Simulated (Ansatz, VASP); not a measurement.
## NaB4 in VASP and in Ansatz

```xyz
5
Lattice="3.1285 0.0000 0.0000 0.0000 4.1004 0.0000 0.0000 0.0000 5.5291" Properties=species:S:1:pos:R:3 pbc="T T T"
Na    1.5643    2.0502    2.7645
B     1.5643    0.0000    0.9246
B     0.0000    0.0000    4.4766
B     0.0000    0.0000    1.0525
B     1.5643    0.0000    4.6045
```

Alike in both runs: functional PBE; k mesh 12 × 10 × 8; occupations gaussian, width 0.1 eV; no spin polarisation.

Ansatz relaxed the structure, and its values are those at the end. VASP's run is a single point on that final structure, the one shown.

```csv
,VASP,Ansatz
version,VASP 6.6.1,Ansatz 0.2.0
potentials or method,"VASP PAW PBE potentials, release 64 (Na_pv, B)","scalar-relativistic, plane waves, PAW"
plane-wave cutoff (eV),520,420
valence electrons in the cell,19,21
```

|  | VASP | Ansatz | Ansatz less VASP |
| --- | --- | --- | --- |
| gap on the k mesh at the Fermi level (eV) | none | none | - |
| pressure (GPa) | 0.0 | 0.0 | +0.03 |

A gap of «none» marks a metal or a gap that the smearing closes. The two sets of potentials don't hold the same shells in valence.
